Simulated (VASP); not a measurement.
Output of a VASP run:

### OSZICAR
```
       N       E                     dE             d eps       ncg     rms          rms(c)
DAV:   1     0.990086806716E+02    0.99009E+02   -0.84630E+03   778   0.116E+03
DAV:   2    -0.152547406771E+01   -0.10053E+03   -0.94588E+02   879   0.253E+02
DAV:   3    -0.554479856994E+01   -0.40193E+01   -0.40001E+01   909   0.534E+01
DAV:   4    -0.557832992660E+01   -0.33531E-01   -0.33528E-01   844   0.545E+00
DAV:   5    -0.557878647998E+01   -0.45655E-03   -0.45655E-03   879   0.644E-01    0.638E+00
DAV:   6    -0.539957477963E+01    0.17921E+00   -0.32990E-01   820   0.790E+00    0.417E+00
DAV:   7    -0.539578146806E+01    0.37933E-02   -0.10347E-01   764   0.258E+00    0.201E+00
DAV:   8    -0.539509464662E+01    0.68682E-03   -0.54433E-03   799   0.924E-01    0.303E-01
DAV:   9    -0.539515350560E+01   -0.58859E-04   -0.70141E-04   849   0.386E-01    0.423E-02
DAV:  10    -0.539521626911E+01   -0.62764E-04   -0.94324E-05   764   0.990E-02    0.248E-02
DAV:  11    -0.539522392115E+01   -0.76520E-05   -0.77852E-06   804   0.253E-02    0.394E-03
DAV:  12    -0.539522397740E+01   -0.56250E-07   -0.32128E-07   537   0.809E-03
   1 F= -.53952240E+01 E0= -.53952240E+01  d E =-.539522E+01
       N       E                     dE             d eps       ncg     rms          rms(c)
DAV:   1    -0.552710188738E+01   -0.13188E+00   -0.23838E+00   754   0.171E+01    0.247E+00
DAV:   2    -0.540974028100E+01    0.11736E+00   -0.31151E-01   754   0.711E+00    0.789E-01
DAV:   3    -0.540130151111E+01    0.84388E-02   -0.29000E-02   769   0.153E+00    0.585E-01
DAV:   4    -0.540072442597E+01    0.57709E-03   -0.11133E-03   809   0.387E-01    0.141E-01
DAV:   5    -0.540066873135E+01    0.55695E-04   -0.46612E-04   889   0.322E-01    0.279E-02
DAV:   6    -0.540065347404E+01    0.15257E-04   -0.72916E-05   754   0.113E-01    0.102E-02
DAV:   7    -0.540065395242E+01   -0.47838E-06   -0.32664E-06   779   0.270E-02
   2 F= -.54006540E+01 E0= -.54006540E+01  d E =-.542998E-02
       N       E                     dE             d eps       ncg     rms          rms(c)
DAV:   1    -0.540339473110E+01   -0.27413E-02   -0.49734E-02   754   0.247E+00    0.353E-01
DAV:   2    -0.540092147138E+01    0.24733E-02   -0.68928E-03   754   0.102E+00    0.108E-01
DAV:   3    -0.540075047473E+01    0.17100E-03   -0.56801E-04   769   0.205E-01    0.788E-02
DAV:   4    -0.540073190793E+01    0.18567E-04   -0.20141E-05   809   0.485E-02    0.213E-02
DAV:   5    -0.540072770085E+01    0.42071E-05   -0.61358E-06   864   0.376E-02    0.386E-03
DAV:   6    -0.540072744455E+01    0.25630E-06   -0.10015E-06   377   0.131E-02
   3 F= -.54007274E+01 E0= -.54007274E+01  d E =-.550347E-02
```

### OUTCAR
```
------------------------ aborting loop because EDIFF is reached ----------------------------------------
  FORCE on cell =-STRESS in cart. coord.  units (eV):
  Direction    XX          YY          ZZ          XY          YZ          ZX
  --------------------------------------------------------------------------------------
  Total       -0.0038889     -0.0038889     -0.0038889      0.0000000      0.0000000     -0.0000000
  in kB       -0.1414006     -0.1414006     -0.1414006      0.0000000      0.0000000     -0.0000000
  external PRESSURE =      -0.1414006 kB  Pullay stress =       0.0000000 kB
  volume of cell :       44.06
      direct lattice vectors                 reciprocal lattice vectors
     0.000000000  2.803410412  2.803410412    -0.178354192  0.178354192  0.178354192
     2.803410412  0.000000000  2.803410412     0.178354192 -0.178354192  0.178354192
     2.803410412  2.803410412  0.000000000     0.178354192  0.178354192 -0.178354192
  FREE ENERGIE OF THE ION-ELECTRON SYSTEM (eV)
  ---------------------------------------------------
  free  energy   TOTEN  =        -5.4007274445 eV

  energy  without entropy=       -5.4007274445  energy(sigma->0) =       -5.40072744

 reached required accuracy - stopping structural energy minimisation
```
(Selected blocks of OUTCAR.)

POSCAR:
```
AgCl
1
    0.0000000000     2.7750000000     2.7750000000
    2.7750000000     0.0000000000     2.7750000000
    2.7750000000     2.7750000000     0.0000000000
Ag Cl
1 1
Direct
  0.0000000000   0.0000000000   0.0000000000
  0.5000000000   0.5000000000   0.5000000000
```

### Question
Reconstruct the remaining input files.

### Answer
One answer among several that fit: the input of the run itself, PBE GGA, plane waves, VASP's PBE PAW potentials (set 64).

**KPOINTS**
```
Automatic mesh
0
Gamma
8 8 8
0 0 0
```

**INCAR**
```
# general
SYSTEM  = AgCl
PREC    = Accurate
ENCUT   = 480
LREAL   = .FALSE.
LASPH   = .TRUE.

# electronic loop
EDIFF   = 1E-6
NELM    = 100
ALGO    = Normal
LMAXMIX = 4

# smearing
ISMEAR  = 0
SIGMA   = 0.05

# functional
GGA     = PE

# ions
IBRION  = 2
NSW     = 60
ISIF    = 3
EDIFFG  = -0.01

# output
LWAVE   = .FALSE.
LCHARG  = .FALSE.
```

POTCAR, in this order: Ag Cl (PBE.64 set). Program: vasp_std.

Energy and stress use the plane-wave basis of the starting cell.

The compound is AgCl in the rock salt structure. This run relaxes it. Symmetry was kept, so distortions that lower it aren't found.
